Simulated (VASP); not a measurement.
Data:

```xyz
6
Lattice="4.2332 0.0000 0.0000 0.0000 4.2332 0.0000 0.0000 0.0000 2.6935" Properties=species:S:1:pos:R:3 pbc="T T T"
Si     2.1166     2.1166     1.3467
Si     0.0000     0.0000     0.0000
O      2.9343     2.9343     0.0000
O      1.2989     1.2989     0.0000
O      3.4155     0.8177     1.3467
O      0.8177     3.4155     1.3467
```

Level of theory: PBE GGA, VASP's PBE PAW potentials (set 64) (plane waves; VASP). Numerical set-up: 500 eV cut-off, 5×5×7 Γ-centred mesh, Gaussian smearing of 0.050 eV, potentials Si O.

**Question.** Predict the energy per atom (σ→0), band gap (on the k-mesh) with the smallest direct gap where there is one.

**Answer.** 
- band gap (on the k-mesh): 5.02 eV
- smallest direct gap (on the k-mesh): 5.02 eV
- energy per atom (σ→0): -7.719 eV/atom

The absolute energy has meaning only against runs of the same code, potentials and settings.

The structure comes from a computed database's SiO2 entry (P4_2/mnm); how it stands against other phases isn't given here. The cell was not relaxed at this level.
